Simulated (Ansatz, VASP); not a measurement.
## Cross-check of LiCl between VASP and Ansatz

Aim: how closely do two programs agree when they are given the same cell, functional and k mesh? The cell is taken from a series of runs on this material, whose earlier steps may have relaxed, scaled, displaced or heated it; both programs get it as it stands.

Method: plane waves, with VASP 6.6.1 beside it; zone-centre phonons at LDA, in Ansatz 0.2.0.

### 1. Set-up

It takes space group Fm-3m (No. 225, cubic). Conventional cell: a = 4.972 Å, b = 4.972 Å, c = 4.972 Å, α = 90.00°, β = 90.00°, γ = 90.00°. Nearest to Li lie 6 Cl at 2.49 Å. Nearest to Cl lie 6 Li at 2.49 Å. Farther neighbours and most contacts between anions are not listed.

### 2. VASP: zone-centre phonons, LDA

Second derivatives magnify differences that forces hide, and they need a tight electronic threshold.

Lines of VASP's logs that name or quote its potential files are left out, and so is its time.

The input, INCAR:

```
SYSTEM = LiCl
PREC = Accurate
ENCUT = 750
EDIFF = 1E-08
NELM = 120
ISMEAR = 0
SIGMA = 0.01
LREAL = .FALSE.
ALGO = Normal
GGA = CA
NBANDS = 11
LORBIT = 11
LWAVE = .FALSE.
LCHARG = .FALSE.
ISIF = 2
IBRION = 8
LEPSILON = .TRUE.
LASPH = .TRUE.
GGA_COMPAT = .FALSE.
EFERMI = MIDGAP
KPAR = 2
```

The input, POSCAR:

```
LiCl
1.0
   -2.4858986456      0.0000000000      2.4858986456
    0.0000000000      2.4858986456      2.4858986456
   -2.4858986456      2.4858986456      0.0000000000
Li Cl
1 1
Direct
    0.0000000000      0.0000000000      0.0000000000
    0.5000000000      0.5000000000      0.5000000000
```

The input, KPOINTS:

```
Automatic mesh
0
Gamma
8 8 8
0 0 0
```

Potentials, in the order of the species: Li_sv and Cl (LDA family, release 64).

Started as:

```sh
mpirun -np 2 vasp_std
```

Log:

```text
[banner, memory and clock lines left out]
running    2 mpi-ranks, on    1 nodes
 distrk:  each k-point on    1 cores,    2 groups
 distr:  one band on    1 cores,    1 groups

 POSCAR found type information on POSCAR LiCl
 POSCAR found :  2 types and       2 ions
 LDA part: xc-table for (Slater(with rela. corr.)+CA(PZ))
 , standard interpolation
 POSCAR, INCAR and KPOINTS ok, starting setup
 FFT: planning ... GRIDC
 FFT: planning ... GRID_SOFT
 FFT: planning ... GRID
 WAVECAR not read
 entering main loop
       N       E                     dE             d eps       ncg     rms          rms(c)
DAV:   1     0.489088236696E+02    0.48909E+02   -0.52815E+03   638   0.110E+03
DAV:   2    -0.524897472712E+01   -0.54158E+02   -0.51042E+02   822   0.168E+02
DAV:   3    -0.810727021116E+01   -0.28583E+01   -0.28510E+01   836   0.404E+01
DAV:   4    -0.816388565471E+01   -0.56615E-01   -0.56581E-01   912   0.601E+00
DAV:   5    -0.816455196427E+01   -0.66631E-03   -0.66629E-03   844   0.541E-01    0.252E+00
DAV:   6    -0.810211465617E+01    0.62437E-01   -0.11175E-01   832   0.163E+00    0.175E+00
DAV:   7    -0.809458567777E+01    0.75290E-02   -0.30250E-02   965   0.943E-01    0.832E-01
DAV:   8    -0.809441697229E+01    0.16871E-03   -0.24575E-03   900   0.356E-01    0.117E-01
DAV:   9    -0.809439680250E+01    0.20170E-04   -0.10310E-04   788   0.737E-02    0.250E-02
DAV:  10    -0.809440402173E+01   -0.72192E-05   -0.70787E-06   792   0.212E-02    0.610E-03
DAV:  11    -0.809440393341E+01    0.88319E-07   -0.87127E-07   767   0.689E-03    0.182E-03
DAV:  12    -0.809440392476E+01    0.86461E-08   -0.48882E-08  1007   0.166E-03
   1 F= -.80944039E+01 E0= -.80944039E+01  d E =0.000000E+00
 Linear response reoptimize wavefunctions to high precision
DAV:   1    -0.809440392428E+01    0.47999E-09   -0.13022E-09   742   0.311E-04
DAV:   2    -0.809440392433E+01   -0.49681E-10   -0.70864E-11   454   0.831E-05
 Linear response G [H, r] |phi>, progress :
  Direction:   1
       N       E                     dE             d eps       ncg     rms
RMM:   1    -0.299284108526E+02   -0.29928E+02    0.14689E+02   994   0.158E+02
RMM:   2    -0.375072962659E+02   -0.75789E+01   -0.10525E+01  1317   0.233E+01
RMM:   3    -0.377683394270E+02   -0.26104E+00   -0.74900E-01  1440   0.598E+00
RMM:   4    -0.377998971484E+02   -0.31558E-01   -0.11931E-01  1528   0.217E+00
RMM:   5    -0.378043760434E+02   -0.44789E-02   -0.83347E-03  1532   0.532E-01
RMM:   6    -0.378047470785E+02   -0.37104E-03   -0.11893E-03  1572   0.177E-01
RMM:   7    -0.378048134497E+02   -0.66371E-04   -0.12100E-04  1586   0.616E-02
RMM:   8    -0.378048136101E+02   -0.16037E-06    0.17682E-03  1558   0.193E-02
RMM:   9    -0.378048150055E+02   -0.13954E-05   -0.95330E-04  1577   0.838E-03
RMM:  10    -0.378048147392E+02    0.26635E-06   -0.49848E-05  1526   0.350E-03
RMM:  11    -0.378048147976E+02   -0.58466E-07   -0.27393E-05  1514   0.194E-03
RMM:  12    -0.378048143152E+02    0.48244E-06   -0.43719E-06  1438   0.127E-03
RMM:  13    -0.378048146035E+02   -0.28835E-06   -0.39377E-05  1332   0.103E-03
RMM:  14    -0.378048146387E+02   -0.35152E-07   -0.46072E-05  1241   0.933E-04
RMM:  15    -0.378048143678E+02    0.27090E-06    0.11641E-05  1226   0.890E-04
RMM:  16    -0.378048148530E+02   -0.48522E-06    0.88506E-07  1161   0.884E-04
RMM:  17    -0.378048142704E+02    0.58264E-06   -0.18330E-05  1125   0.876E-04
 Linear response G [H, r] |phi>, progress :
  Direction:   2
       N       E                     dE             d eps       ncg     rms
RMM:   1    -0.264949442278E+02   -0.26495E+02    0.36088E+02   964   0.198E+02
RMM:   2    -0.350201449407E+02   -0.85252E+01   -0.13364E+01  1330   0.251E+01
RMM:   3    -0.353293630360E+02   -0.30922E+00   -0.97298E-01  1444   0.660E+00
RMM:   4    -0.353656471855E+02   -0.36284E-01   -0.15437E-01  1526   0.245E+00
RMM:   5    -0.353700572971E+02   -0.44101E-02   -0.14030E-02  1533   0.608E-01
RMM:   6    -0.353704350692E+02   -0.37777E-03   -0.17513E-03  1556   0.195E-01
RMM:   7    -0.353704959066E+02   -0.60837E-04    0.58554E-05  1584   0.670E-02
RMM:   8    -0.353704960497E+02   -0.14313E-06   -0.36399E-04  1560   0.231E-02
RMM:   9    -0.353704953089E+02    0.74083E-06   -0.28635E-04  1593   0.104E-02
RMM:  10    -0.353704954768E+02   -0.16794E-06   -0.42119E-04  1535   0.434E-03
RMM:  11    -0.353704948032E+02    0.67360E-06   -0.17768E-04  1543   0.234E-03
RMM:  12    -0.353704951898E+02   -0.38660E-06   -0.82368E-05  1487   0.150E-03
RMM:  13    -0.353704951030E+02    0.86857E-07   -0.64616E-05  1368   0.117E-03
RMM:  14    -0.353704950740E+02    0.29013E-07   -0.10487E-04  1265   0.106E-03
RMM:  15    -0.353704952303E+02   -0.15636E-06   -0.48288E-05  1224   0.101E-03
RMM:  16    -0.353704949878E+02    0.24253E-06   -0.18253E-05  1169   0.989E-04
RMM:  17    -0.353704952080E+02   -0.22018E-06   -0.53947E-05  1119   0.983E-04
 Linear response G [H, r] |phi>, progress :
  Direction:   3
[...]
RMM:   3    -0.192050030446E+00    0.21956E-01   -0.28103E-02  2575   0.810E-01    0.524E-01
RMM:   4    -0.195692913443E+00   -0.36429E-02   -0.13609E-02  2719   0.549E-01    0.165E-01
RMM:   5    -0.200683042764E+00   -0.49901E-02   -0.20936E-03  2791   0.228E-01    0.287E-02
RMM:   6    -0.200839102204E+00   -0.15606E-03   -0.10605E-03  2979   0.966E-02    0.109E-02
[...]
RMM:  10    -0.201067032182E+00    0.14380E-05    0.33560E-04  3182   0.674E-03    0.220E-03
RMM:  11    -0.201068887855E+00   -0.18557E-05    0.28824E-04  3049   0.276E-03    0.241E-03
 change of polarisation eV/A/(eV/A) component  2 :    -0.101     0.370     0.029
 dielectric tensor                  component  2 :    -0.595     3.180     0.171
 Linear response to external field, progress :
  Direction:   3
       N       E                     dE             d eps       ncg     rms          rms(c)
RMM:   1    -0.204510747628E+00   -0.20451E+00   -0.63254E-01  2952   0.288E+00
RMM:   2    -0.214009009859E+00   -0.94983E-02   -0.22315E-02  2738   0.748E-01    0.106E+00
RMM:   3    -0.192048812808E+00    0.21960E-01   -0.28098E-02  2575   0.811E-01    0.524E-01
RMM:   4    -0.195697048288E+00   -0.36482E-02   -0.13663E-02  2725   0.550E-01    0.165E-01
RMM:   5    -0.200685426733E+00   -0.49884E-02   -0.20953E-03  2787   0.229E-01    0.288E-02
RMM:   6    -0.200836785951E+00   -0.15136E-03   -0.10501E-03  2977   0.967E-02    0.110E-02
RMM:   7    -0.201072347346E+00   -0.23556E-03   -0.67619E-04  2911   0.505E-02    0.225E-03
RMM:   8    -0.201073981158E+00   -0.16338E-05   -0.26061E-04  3107   0.270E-02    0.253E-03
RMM:   9    -0.201068091154E+00    0.58900E-05    0.54570E-04  2975   0.145E-02    0.293E-03
RMM:  10    -0.201066333634E+00    0.17575E-05    0.35967E-04  3207   0.676E-03    0.245E-03
RMM:  11    -0.201068837814E+00   -0.25042E-05    0.30661E-04  3069   0.273E-03    0.270E-03
 change of polarisation eV/A/(eV/A) component  3 :    -0.049     0.005     0.370
 dielectric tensor                  component  3 :    -0.291     0.027     3.180
 Linear response DOF=           2
 Linear response progress:
  Degree of freedom:   1/  2
       N       E                     dE             d eps       ncg     rms          rms(c)
RMM:   1    -0.162343718920E+00   -0.16234E+00    0.17819E+00  1742   0.171E+01
RMM:   2    -0.166846432936E+00   -0.45027E-02   -0.16436E-02  2375   0.100E+00    0.102E-01
RMM:   3    -0.166953442427E+00   -0.10701E-03   -0.29778E-03  2803   0.373E-01    0.529E-02
RMM:   4    -0.166875342155E+00    0.78100E-04   -0.59452E-04  2904   0.178E-01    0.860E-03
RMM:   5    -0.166897464583E+00   -0.22122E-04   -0.84800E-05  2938   0.425E-02    0.168E-03
RMM:   6    -0.166927562932E+00   -0.30098E-04   -0.42477E-05  2973   0.204E-02    0.698E-04
RMM:   7    -0.166948749211E+00   -0.21186E-04   -0.26243E-05  2924   0.125E-02    0.238E-04
RMM:   8    -0.166951294704E+00   -0.25455E-05   -0.16770E-05  3055   0.859E-03    0.118E-04
RMM:   9    -0.166952897911E+00   -0.16032E-05   -0.11557E-05  3089   0.614E-03    0.714E-05
RMM:  10    -0.166953362652E+00   -0.46474E-06   -0.75709E-06  3092   0.470E-03    0.745E-05
RMM:  11    -0.166954185216E+00   -0.82256E-06   -0.51815E-06  3033   0.376E-03    0.769E-05
RMM:  12    -0.166953839411E+00    0.34581E-06   -0.36237E-06  2943   0.309E-03    0.144E-04
RMM:  13    -0.166957130687E+00   -0.32913E-05   -0.24546E-06  2579   0.273E-03    0.313E-05
RMM:  14    -0.166956160341E+00    0.97035E-06   -0.16254E-06  2773   0.228E-03    0.327E-05
[...]
RMM:  23    -0.166956887298E+00   -0.97846E-08    0.42271E-07  2486   0.763E-04    0.129E-04
RMM:  24    -0.166956904075E+00   -0.16777E-07    0.43810E-07  2527   0.688E-04    0.145E-04
RMM:  25    -0.166956912378E+00   -0.83027E-08    0.44534E-07  2294   0.622E-04    0.160E-04
RMM:  26    -0.166956918299E+00   -0.59219E-08    0.44275E-07  2215   0.564E-04    0.174E-04
RMM:  27    -0.166956922239E+00   -0.39391E-08    0.43543E-07  2207   0.511E-04    0.187E-04
RMM:  28    -0.166956924782E+00   -0.25434E-08    0.42282E-07  2153   0.465E-04    0.200E-04
RMM:  29    -0.166956924456E+00    0.32630E-09    0.40766E-07  2188   0.423E-04    0.212E-04
RMM:  30    -0.166956926522E+00   -0.20663E-08    0.38983E-07  2154   0.385E-04    0.224E-04
 first order change of Fermi-energy   0.16035E-04
 force on displaced ion       1 direction 1 :  -1.072   0.000   0.000
 Born effective charge ion    1 direction 1 :   1.166   0.000   0.000
 Linear response progress:
  Degree of freedom:   2/  2
       N       E                     dE             d eps       ncg     rms          rms(c)
RMM:   1    -0.181558177257E+00   -0.18156E+00    0.33792E-03  2931   0.261E+00
RMM:   2    -0.182359051304E+00   -0.80087E-03   -0.27160E-03  2540   0.369E-01    0.650E-02
RMM:   3    -0.183103037466E+00   -0.74399E-03   -0.43483E-04  2655   0.110E-01    0.347E-02
RMM:   4    -0.183726004141E+00   -0.62297E-03   -0.10440E-04  2687   0.558E-02    0.112E-02
RMM:   5    -0.183773588117E+00   -0.47584E-04   -0.14746E-05  2892   0.215E-02    0.657E-03
RMM:   6    -0.183771297968E+00    0.22901E-05   -0.21066E-06  2973   0.712E-03    0.178E-03
RMM:   7    -0.183773047822E+00   -0.17499E-05   -0.19268E-06  2920   0.292E-03    0.303E-04
RMM:   8    -0.183773645088E+00   -0.59727E-06   -0.96457E-06  3016   0.121E-03    0.166E-04
RMM:   9    -0.183773175384E+00    0.46970E-06    0.10577E-05  3081   0.517E-04    0.254E-05
RMM:  10    -0.183772800802E+00    0.37458E-06    0.37509E-07  3139   0.220E-04    0.189E-05
RMM:  11    -0.183772822375E+00   -0.21573E-07    0.16483E-06  3187   0.118E-04    0.553E-06
RMM:  12    -0.183772813728E+00    0.86468E-08    0.76822E-07  3158   0.754E-05    0.175E-06
RMM:  13    -0.183772811047E+00    0.26809E-08    0.38471E-07  2910   0.588E-05    0.152E-06
RMM:  14    -0.183772796151E+00    0.14896E-07    0.37937E-07  2988   0.526E-05    0.150E-06
RMM:  15    -0.183772802770E+00   -0.66187E-08    0.24217E-07  2601   0.497E-05    0.595E-07
RMM:  16    -0.183772800766E+00    0.20043E-08    0.26324E-07  2392   0.487E-05    0.397E-07
RMM:  17    -0.183772799133E+00    0.16326E-08    0.23253E-07  2312   0.482E-05    0.370E-07
RMM:  18    -0.183772799643E+00   -0.51021E-09    0.22624E-07  2175   0.481E-05    0.284E-07
RMM:  19    -0.183772799812E+00   -0.16833E-09    0.22592E-07  2115   0.480E-05    0.207E-07
RMM:  20    -0.183772799981E+00   -0.16928E-09    0.22179E-07  2080   0.480E-05    0.184E-07
RMM:  21    -0.183772800226E+00   -0.24509E-09    0.22380E-07  2053   0.480E-05    0.145E-07
RMM:  22    -0.183772800589E+00   -0.36266E-09    0.22402E-07  2045   0.480E-05    0.827E-08
 first order change of Fermi-energy  -0.59520E-03
 force on displaced ion       2 direction 1 :  -1.095   0.000   0.000
 Born effective charge ion    2 direction 1 :  -1.167   0.000   0.000
 Born effective charges drift removed
 Linear response finished
```

OUTCAR, selected parts (step 2):

```text
ion  position               nearest neighbor table
   1  0.000  0.000  0.000-   2 2.49   2 2.49   2 2.49   2 2.49   2 2.49   2 2.49
   2  0.500  0.500  0.500-   1 2.49   1 2.49   1 2.49   1 2.49   1 2.49   1 2.49

  LATTYP: Found a face centered cubic cell.
 ALAT       =     4.9717972912

 Subroutine GETGRP returns: Found 48 space group operations
 (whereof 48 operations were pure point group operations)

The static configuration has the point symmetry O_h .

 Found     29 irreducible k-points:

   k-points           NKPTS =     29   k-points in BZ     NKDIM =     29   number of bands    NBANDS=     11

   dimension x,y,z NGX =    32 NGY =   32 NGZ =   32
   dimension x,y,z NGXF=    64 NGYF=   64 NGZF=   64

   ENCUT  =  750.0 eV  55.12 Ry    7.42 a.u.   7.85  7.85  7.85*2*pi/ulx,y,z

   NELECT =      10.0000    total number of electrons

 k-points in reciprocal lattice and weights: Automatic mesh
   0.00000000  0.00000000  0.00000000       0.002
   0.12500000  0.00000000  0.00000000       0.016
   0.25000000  0.00000000  0.00000000       0.016
   0.37500000  0.00000000  0.00000000       0.016
   0.50000000  0.00000000  0.00000000       0.008
   0.12500000  0.12500000  0.00000000       0.012
   0.25000000  0.12500000  0.00000000       0.047
   0.37500000  0.12500000  0.00000000       0.047
   0.50000000  0.12500000  0.00000000       0.047
[...]
-0.37500000  0.50000000  0.12500000       0.023
  -0.25000000  0.50000000  0.25000000       0.012

 average (electrostatic) potential at core
       1 -63.9635       2 -95.9886

  Total       -0.0490924     -0.0490924     -0.0490924     -0.0000000      0.0000000      0.0000000
  in kB       -2.5600284     -2.5600284     -2.5600284     -0.0000000      0.0000000      0.0000000
  external PRESSURE =      -2.5600284 kB  Pullay stress =       0.0000000 kB

  energy-cutoff  :      750.00
  volume of cell :       30.72
      direct lattice vectors                 reciprocal lattice vectors
    -2.485898646  0.000000000  2.485898646    -0.201134508 -0.201134508  0.201134508
     0.000000000  2.485898646  2.485898646     0.201134508  0.201134508  0.201134508
    -2.485898646  2.485898646  0.000000000    -0.201134508  0.201134508 -0.201134508

 POSITION                                       TOTAL-FORCE (eV/Angst)
 -----------------------------------------------------------------------------------
      0.00000      0.00000      0.00000         0.000000     -0.000000      0.000000
     -2.48590      2.48590      2.48590        -0.000000      0.000000     -0.000000
 -----------------------------------------------------------------------------------
    total drift:                                0.000000     -0.000000      0.000000

 MACROSCOPIC STATIC DIELECTRIC TENSOR (including local field effects in DFT)
 ------------------------------------------------------
           3.180041     0.000000    -0.000000
           0.000000     3.180041     0.000000
          -0.000000    -0.000000     3.180041
 ------------------------------------------------------

 PIEZOELECTRIC TENSOR (including local field effects)  for field in x, y, z        (C/m^2)
          XX          YY          ZZ          XY          YZ          ZX
  --------------------------------------------------------------------------------
  x     0.00000     0.00000     0.00000     0.00000     0.00000     0.00000
  y     0.00000     0.00000     0.00000     0.00000     0.00000     0.00000
  z     0.00000     0.00000     0.00000     0.00000     0.00000     0.00000

 BORN EFFECTIVE CHARGES (including local field effects) (in |e|, cummulative output)
 ---------------------------------------------------------------------------------
 ion    1
    1     1.16595    -0.00000    -0.00000
    2     0.00000     1.16595     0.00000
    3    -0.00000    -0.00000     1.16595
 ion    2
    1    -1.16595     0.00000     0.00000
    2    -0.00000    -1.16595    -0.00000
    3     0.00000     0.00000    -1.16595

 Eigenvectors and eigenvalues of the dynamical matrix
 ----------------------------------------------------

   1 f  =    6.703279 THz    42.117944 2PiTHz  223.597317 cm-1    27.722522 meV
             X         Y         Z           dx          dy          dz
      0.000000  0.000000  0.000000    -0.880942   -0.236613    0.000000
     -2.485899  2.485899  2.485899     0.395795    0.106307    0.000000

   2 f  =    6.703279 THz    42.117944 2PiTHz  223.597317 cm-1    27.722522 meV
             X         Y         Z           dx          dy          dz
      0.000000  0.000000  0.000000     0.236613   -0.880942    0.000000
     -2.485899  2.485899  2.485899    -0.106307    0.395795    0.000000

   3 f  =    6.703279 THz    42.117944 2PiTHz  223.597317 cm-1    27.722522 meV
             X         Y         Z           dx          dy          dz
      0.000000  0.000000  0.000000     0.000000    0.000000   -0.912165
     -2.485899  2.485899  2.485899     0.000000    0.000000    0.409823

   4 f/i=    0.025823 THz     0.162250 2PiTHz    0.861358 cm-1     0.106795 meV
             X         Y         Z           dx          dy          dz
      0.000000  0.000000  0.000000     0.031793    0.189296   -0.362093
     -2.485899  2.485899  2.485899     0.070764    0.421326   -0.805929

   5 f/i=    0.025823 THz     0.162250 2PiTHz    0.861358 cm-1     0.106795 meV
             X         Y         Z           dx          dy          dz
      0.000000  0.000000  0.000000     0.059975    0.357091    0.191947
     -2.485899  2.485899  2.485899     0.133490    0.794797    0.427227

   6 f/i=    0.025823 THz     0.162250 2PiTHz    0.861358 cm-1     0.106795 meV
             X         Y         Z           dx          dy          dz
      0.000000  0.000000  0.000000     0.404162   -0.067881    0.000000
     -2.485899  2.485899  2.485899     0.899565   -0.151087    0.000000

 MACROSCOPIC STATIC DIELECTRIC TENSOR IONIC CONTRIBUTION
 ------------------------------------------------------
           7.388982    -0.000000    -0.000000
          -0.000000     7.388982     0.000000
          -0.000000     0.000000     7.388982
 ------------------------------------------------------

 ELASTIC MODULI CONTR FROM IONIC RELAXATION (kBar)
 Direction    XX          YY          ZZ          XY          YZ          ZX
 --------------------------------------------------------------------------------
 XX           0.0000      0.0000      0.0000      0.0000      0.0000      0.0000
 YY           0.0000      0.0000      0.0000      0.0000      0.0000      0.0000
 ZZ           0.0000      0.0000      0.0000      0.0000      0.0000      0.0000
 XY           0.0000      0.0000      0.0000      0.0000      0.0000      0.0000
 YZ           0.0000      0.0000      0.0000      0.0000      0.0000      0.0000
 ZX           0.0000      0.0000      0.0000      0.0000      0.0000      0.0000
 --------------------------------------------------------------------------------

 PIEZOELECTRIC TENSOR IONIC CONTR  for field in x, y, z        (C/m^2)
          XX          YY          ZZ          XY          YZ          ZX
  --------------------------------------------------------------------------------
  x     0.00000     0.00000     0.00000     0.00000     0.00000     0.00000
  y     0.00000     0.00000     0.00000     0.00000     0.00000     0.00000
  z     0.00000     0.00000     0.00000     0.00000     0.00000     0.00000
```

Energies printed during the response cycles are not total energies of the cell.

[end of part 1 of 2]

[Lines on the potential files, build, host, timing and source positions are cut from VASP's logs without a mark.]

[Logs are printed without paths, hosts, clocks, repeated set-up lines and the standing remarks that a program may print on its own settings, such as how far it seeks lower states.]

[Hosts, paths, dates, database ids (printed as entryN), source tags and the programs' standing remarks are cut or masked in the printed files.]
